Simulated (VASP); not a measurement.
OSZICAR of a VASP run on InP (zinc blende):

**OSZICAR**
```
       N       E                     dE             d eps       ncg     rms          rms(c)
DAV:   1     0.920850230845E+02    0.92085E+02   -0.87918E+03   520   0.161E+03
DAV:   2    -0.271817509545E+02   -0.11927E+03   -0.11443E+03   555   0.335E+02
DAV:   3    -0.351648079614E+02   -0.79831E+01   -0.79225E+01   660   0.911E+01
DAV:   4    -0.354038308294E+02   -0.23902E+00   -0.23878E+00   661   0.174E+01
DAV:   5    -0.354170382991E+02   -0.13207E-01   -0.13206E-01   759   0.349E+00    0.752E+00
DAV:   6    -0.318010341785E+02    0.36160E+01   -0.22582E+00   620   0.392E+01    0.407E+00
DAV:   7    -0.318224809907E+02   -0.21447E-01   -0.67463E-01   565   0.128E+01    0.240E+00
DAV:   8    -0.317393915246E+02    0.83089E-01   -0.33461E-01   520   0.823E+00    0.130E+00
DAV:   9    -0.317647751061E+02   -0.25384E-01   -0.30669E-01   520   0.644E+00    0.541E-01
DAV:  10    -0.317110219148E+02    0.53753E-01   -0.52284E-02   520   0.264E+00    0.190E-01
DAV:  11    -0.318070018324E+02   -0.95980E-01   -0.61916E-02   530   0.259E+00    0.159E-01
DAV:  12    -0.318051273828E+02    0.18744E-02   -0.22398E-03   668   0.596E-01    0.716E-02
DAV:  13    -0.318079451781E+02   -0.28178E-02   -0.22542E-03   530   0.553E-01    0.601E-02
DAV:  14    -0.318079133259E+02    0.31852E-04   -0.82141E-05   675   0.102E-01    0.341E-02
DAV:  15    -0.318079543330E+02   -0.41007E-04   -0.71318E-05   540   0.966E-02    0.955E-03
DAV:  16    -0.318079519921E+02    0.23410E-05   -0.76945E-06   600   0.260E-02    0.638E-03
DAV:  17    -0.318079447975E+02    0.71946E-05   -0.70777E-07   410   0.114E-02    0.767E-03
DAV:  18    -0.318079615354E+02   -0.16738E-04   -0.16605E-05   525   0.628E-02    0.110E-02
DAV:  19    -0.318079646211E+02   -0.30857E-05   -0.13074E-06   388   0.199E-02    0.698E-03
DAV:  20    -0.318079647214E+02   -0.10031E-06   -0.14634E-07   305   0.646E-03
   1 F= -.31807965E+02 E0= -.31807965E+02  d E =-.318080E+02
       N       E                     dE             d eps       ncg     rms          rms(c)
DAV:   1    -0.318317401784E+02   -0.23776E-01   -0.62575E-01   655   0.183E+01    0.113E+00
DAV:   2    -0.318111193699E+02    0.20621E-01   -0.43979E-02   685   0.540E+00    0.363E-01
DAV:   3    -0.318080443247E+02    0.30750E-02   -0.81647E-03   620   0.234E+00    0.175E-01
DAV:   4    -0.318082067427E+02   -0.16242E-03   -0.16951E-03   530   0.483E-01    0.192E-01
DAV:   5    -0.318082929555E+02   -0.86213E-04   -0.28582E-04   570   0.186E-01    0.719E-02
DAV:   6    -0.318081066832E+02    0.18627E-03   -0.33053E-04   548   0.282E-01    0.676E-02
DAV:   7    -0.318082692933E+02   -0.16261E-03   -0.31923E-04   520   0.239E-01    0.364E-02
DAV:   8    -0.318082821591E+02   -0.12866E-04   -0.87540E-05   520   0.125E-01    0.766E-03
DAV:   9    -0.318082998932E+02   -0.17734E-04   -0.22800E-05   569   0.559E-02    0.801E-03
DAV:  10    -0.318083016364E+02   -0.17432E-05   -0.42893E-06   540   0.253E-02    0.649E-03
DAV:  11    -0.318083013051E+02    0.33134E-06   -0.51426E-07   310   0.763E-03
   2 F= -.31808301E+02 E0= -.31808301E+02  d E =-.336584E-03
       N       E                     dE             d eps       ncg     rms          rms(c)
DAV:   1    -0.318125323326E+02   -0.42307E-02   -0.10349E-01   655   0.729E+00    0.472E-01
DAV:   2    -0.318090197026E+02    0.35126E-02   -0.76172E-03   685   0.230E+00    0.146E-01
DAV:   3    -0.318085321142E+02    0.48759E-03   -0.12900E-03   615   0.940E-01    0.769E-02
DAV:   4    -0.318085464971E+02   -0.14383E-04   -0.32840E-04   530   0.218E-01    0.754E-02
DAV:   5    -0.318085856353E+02   -0.39138E-04   -0.63289E-05   540   0.919E-02    0.213E-02
DAV:   6    -0.318085423867E+02    0.43249E-04   -0.72697E-05   533   0.120E-01    0.258E-02
DAV:   7    -0.318085825647E+02   -0.40178E-04   -0.50137E-05   520   0.924E-02    0.170E-02
DAV:   8    -0.318085801234E+02    0.24413E-05   -0.10286E-05   520   0.423E-02    0.356E-03
DAV:   9    -0.318085849857E+02   -0.48623E-05   -0.40704E-06   539   0.221E-02    0.421E-03
DAV:  10    -0.318085848640E+02    0.12167E-06   -0.96250E-07   355   0.130E-02
   3 F= -.31808585E+02 E0= -.31808585E+02  d E =-.620143E-03
```

Question: Which electronic solver shows in the log?

Answer: It is blocked Davidson (ALGO = Normal, or the opening steps of other solvers). The INCAR had ALGO = Normal.

Question: Can the final energy be trusted as converged?

Answer: The run converged. It stopped with EDIFF = 1E-6, NELM = 100, NSW = 60 and EDIFFG = -0.01 after 3 ionic steps (r2SCAN+rVV10, plane waves, VASP's PBE PAW potentials (set 64)).

The compound is InP in the zinc blende structure. This run relaxes it. Symmetry was kept, so distortions that lower it aren't found.
